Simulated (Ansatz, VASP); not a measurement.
Given: the input of a run of Ansatz 0.2.0 on HPbNO4.

File input.yaml:

```yaml
crystal:
  lattice:
    - [4.20407, 0.0, 0.0]
    - [2.02172, 3.83952, 0.0]
    - [2.04686, 1.279, 6.28132]
  atoms:
    - { symbol: H, position: [0.89145, 0.68202, 0.62796] }
    - { symbol: Pb, position: [0.14426, 0.92872, 0.88352] }
    - { symbol: "N", position: [0.2567, 0.28861, 0.30171] }
    - { symbol: O, position: [0.83108, 0.65056, 0.78405] }
    - { symbol: O, position: [0.38694, 0.2238, 0.11295] }
    - { symbol: O, position: [0.31104, 0.03576, 0.45856] }
    - { symbol: O, position: [0.07726, 0.60633, 0.32275] }
hamiltonian:
  xc: pbe
  pseudopotentials: { kind: paw, frozen_core: stored }
kpoints:
  mp_grid: { grid: [7, 7, 5] }
scf:
  occupations: { method: fermi_dirac, width: 0.05 }
output:
  forces: true
  stress: true
  eigenvalues: true
  efg: {}
```

Potentials or basis: Ansatz PAW.

Run with:

```bash
$ ansatz run input.yaml --threads 8 --pin off --max-ram 20480MiB --backend cpu --events-out ev --progress --plain --runs-dir out
```

Problem. Set up the same calculation for VASP 6.6.1. Potentials there: VASP PAW PBE potentials, release 64 (H, Pb_d, N, O).

Solution. As run (the cutoff follows the program's own potentials):

The input INCAR:

```
PREC     = Accurate       # precision mode
ENCUT    = 520            # plane-wave cutoff, eV
EDIFF    = 1E-8           # SCF threshold, eV
ISMEAR   = -1             # smearing method
SIGMA    = 0.05           # smearing width, eV
LREAL    = False          # projectors in reciprocal space
LASPH    = True           # aspherical terms in the spheres
NELM     = 80             # most SCF steps
ALGO     = Fast           # electronic algorithm
ISIF     = 2              # what is computed and relaxed
LWAVE    = False          # write WAVECAR
LCHARG   = False          # write CHGCAR
GGA      = PE             # functional
LEFG     = True         
KPAR     = 4
```

Contents of KPOINTS:

```
regular mesh
0
Gamma
  7 7 5
```

File POSCAR:

```
HPbNO4
1.0
    4.2040700000      0.0000000000      0.0000000000
    2.0217200000      3.8395200000      0.0000000000
    2.0468600000      1.2790000000      6.2813200000
H Pb N O
1 1 1 4
Direct
    0.8914500000      0.6820200000      0.6279600000
    0.1442600000      0.9287200000      0.8835200000
    0.2567000000      0.2886100000      0.3017100000
    0.8310800000      0.6505600000      0.7840500000
    0.3869400000      0.2238000000      0.1129500000
    0.3110400000      0.0357600000      0.4585600000
    0.0772600000      0.6063300000      0.3227500000
```

Potentials or basis: VASP PAW PBE potentials, release 64 (H, Pb_d, N, O).

Launch:

```sh
$ cat potpaw_PBE.64/H/POTCAR potpaw_PBE.64/Pb_d/POTCAR potpaw_PBE.64/N/POTCAR potpaw_PBE.64/O/POTCAR > POTCAR
$ mpirun -np 4 vasp_std > vasp.out
```

Both were run:

|  | VASP | Ansatz | Ansatz less VASP |
| --- | --- | --- | --- |
| gap on the k mesh at the Fermi level (eV) | 2.79 | 2.82 | +0.027 |
| least direct gap on the mesh (eV) | 2.81 | 2.84 | +0.027 |
| pressure (GPa) | 0.6 | 0.0 | -0.59 |
| largest component of the traceless stress (GPa) | 0.81 | 0.03 | -0.777 |
| rms of the force components (eV/Å) | 0.152 | 0.001 | -0.1511 |
| Vzz of the field gradient on the site that differs most (V/Å²) | -7.6 | -15.5 | -7.95 |

Atom by atom the forces differ by 0.152 eV/Å (rms over components). One of these differences is far larger than is usual between the two programs; its cause wasn't traced. The functional is the same, so the differences come from potentials, cutoffs and numerics.

Caveats: spin-orbit coupling is left out, which as a rule narrows the gap of such compounds by several tenths of an eV; the standard files for N, O and F lose accuracy on very short bonds (VASP); an odd mesh through Γ misses points on the zone boundary, where band edges often lie (VASP); odd divisions of the mesh miss points on the zone boundary, where band edges often lie, so the gap on the mesh can be too wide (Ansatz); the pressure holds a Pulay correction of +0.6 GPa for the finite cutoff (Ansatz).
